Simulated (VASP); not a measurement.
Method: optB88-vdW, VASP's PBE PAW potentials (set 64) (plane waves; VASP).

Input for VASP

**KPOINTS**
```
Automatic mesh
0
G
  9 9 9
```

**INCAR**
```
AGGAC  =  0.0
ALGO  =  Normal
EDIFF  =  1E-6
EDIFFG  =  -0.01
ENCUT  =  520
GGA  =  BO
IBRION  =  2
ISIF  =  3
ISMEAR  =  0
LASPH  =  T
LCHARG  =  F
LREAL  =  F
LUSE_VDW  =  T
LWAVE  =  F
NELM  =  100
NSW  =  60
PARAM1  =  0.1833333333
PARAM2  =  0.22
PREC  =  Accurate
SIGMA  =  0.05
SYSTEM  =  NaF
```

### POSCAR
```
NaF
1
    0.0000000000     2.3150000000     2.3150000000
    2.3150000000     0.0000000000     2.3150000000
    2.3150000000     2.3150000000     0.0000000000
Na F
1 1
Direct
  0.0000000000   0.0000000000   0.0000000000
  0.5000000000   0.5000000000   0.5000000000
```

POTCAR, in this order: Na_pv F (PBE.64 set). Program: vasp_std.

The resulting files:

**OSZICAR**
```
       N       E                     dE             d eps       ncg     rms          rms(c)
DAV:   1     0.112438351639E+03    0.11244E+03   -0.82887E+03   778   0.151E+03
DAV:   2     0.466990716272E+00   -0.11197E+03   -0.10427E+03   812   0.362E+02
DAV:   3    -0.564534888885E+01   -0.61123E+01   -0.60893E+01   887   0.886E+01
DAV:   4    -0.570915534579E+01   -0.63806E-01   -0.63796E-01   845   0.936E+00
DAV:   5    -0.570980924072E+01   -0.65389E-03   -0.65389E-03   875   0.996E-01    0.566E+00
DAV:   6    -0.474575052826E+01    0.96406E+00   -0.41790E+00   929   0.196E+01    0.183E+00
DAV:   7    -0.473186677400E+01    0.13884E-01   -0.36287E-02   773   0.269E+00    0.103E+00
DAV:   8    -0.472656843997E+01    0.52983E-02   -0.26064E-02   785   0.420E+00    0.121E-01
DAV:   9    -0.472717103322E+01   -0.60259E-03   -0.35173E-03   875   0.647E-01    0.939E-02
DAV:  10    -0.472706989644E+01    0.10114E-03   -0.56878E-04   800   0.338E-01    0.100E-02
DAV:  11    -0.472706818811E+01    0.17083E-05   -0.17626E-05   854   0.729E-02    0.244E-03
DAV:  12    -0.472706816278E+01    0.25335E-07   -0.92525E-07   806   0.159E-02
   1 F= -.47270682E+01 E0= -.47270682E+01  d E =-.472707E+01
       N       E                     dE             d eps       ncg     rms          rms(c)
DAV:   1    -0.472743837930E+01   -0.37019E-03   -0.67510E-03   905   0.141E+00    0.147E-01
DAV:   2    -0.472712330730E+01    0.31507E-03   -0.13281E-03   920   0.399E-01    0.397E-02
DAV:   3    -0.472709857330E+01    0.24734E-04   -0.48649E-05   883   0.176E-01    0.206E-02
DAV:   4    -0.472708965638E+01    0.89169E-05   -0.75036E-06   875   0.102E-01    0.323E-03
DAV:   5    -0.472708944696E+01    0.20942E-06   -0.90683E-07   466   0.180E-02
   2 F= -.47270894E+01 E0= -.47270894E+01  d E =-.212842E-04
```

### OUTCAR
```
------------------------ aborting loop because EDIFF is reached ----------------------------------------
  FORCE on cell =-STRESS in cart. coord.  units (eV):
  Direction    XX          YY          ZZ          XY          YZ          ZX
  --------------------------------------------------------------------------------------
  Total        0.0030436      0.0030436      0.0030436     -0.0000000      0.0000000     -0.0000000
  in kB        0.1968447      0.1968447      0.1968447     -0.0000000      0.0000000     -0.0000000
  external PRESSURE =       0.1968447 kB  Pullay stress =       0.0000000 kB
  volume of cell :       24.77
      direct lattice vectors                 reciprocal lattice vectors
     0.000000000  2.313737842  2.313737842    -0.216100541  0.216100541  0.216100541
     2.313737842  0.000000000  2.313737842     0.216100541 -0.216100541  0.216100541
     2.313737842  2.313737842  0.000000000     0.216100541  0.216100541 -0.216100541
  FREE ENERGIE OF THE ION-ELECTRON SYSTEM (eV)
  ---------------------------------------------------
  free  energy   TOTEN  =        -4.7270894470 eV

  energy  without entropy=       -4.7270894470  energy(sigma->0) =       -4.72708945

 reached required accuracy - stopping structural energy minimisation
```
(Selected blocks of OUTCAR.)

File CONTCAR:
```
NaF
   1.00000000000000
     0.0000000000000000    2.3137378424501045    2.3137378424501045
     2.3137378424501045    0.0000000000000000    2.3137378424501045
     2.3137378424501045    2.3137378424501045    0.0000000000000000
  Na              F
     1     1
Direct
     1.0000000000000000    1.0000000000000000    0.0000000000000000
     0.5000000000000000    0.5000000000000000    0.5000000000000000
```

### OUTCAR
```
 val. band max:       -2.3750545953   @ k =   0.0000   0.0000   0.0000

 cond. band min:       4.0191601213   @ k =   0.0000   0.0000   0.0000


 Fermi energy:        -2.1253873792

 k-point     1 :       0.0000    0.0000    0.0000
  band No.  band energies     occupation
      1     -21.4170      2.00000
      2     -21.4030      2.00000
      3     -21.4030      2.00000
      4     -21.4030      2.00000
      5      -2.3751      2.00000
      6      -2.3751      2.00000
      7      -2.3751      2.00000
      8       4.0192      0.00000
      9      16.6584      0.00000
     10      16.6584      0.00000
     11      16.6584      0.00000

 k-point     2 :       0.1111    0.0000    0.0000
  band No.  band energies     occupation
      1     -21.6848      2.00000
      2     -21.4044      2.00000
      3     -21.4044      2.00000
      4     -21.1189      2.00000
      5      -2.6129      2.00000
      6      -2.4056      2.00000
      7      -2.4056      2.00000
      8       4.4546      0.00000
      9      15.2236      0.00000
     10      16.8483      0.00000
     11      16.8484      0.00000

 k-point     3 :       0.2222    0.0000    0.0000
  band No.  band energies     occupation
      1     -21.9135      2.00000
      2     -21.4080      2.00000
      3     -21.4080      2.00000
      4     -20.8471      2.00000
      5      -3.1340      2.00000
      6      -2.4820      2.00000
      7      -2.4820      2.00000
      8       5.5478      0.00000
      9      13.3168      0.00000
     10      17.2987      0.00000
     11      17.2988      0.00000

 k-point     4 :       0.3333    0.0000    0.0000
  band No.  band energies     occupation
      1     -22.0760      2.00000
      2     -21.4121      2.00000
      3     -21.4121      2.00000
      4     -20.6347      2.00000
      5      -3.6348      2.00000
      6      -2.5674      2.00000
      7      -2.5674      2.00000
      8       6.9284      0.00000
      9      11.7195      0.00000
...
```

The compound is NaF in the rock salt structure. This run relaxes it. Symmetry was kept, so distortions that lower it aren't found.
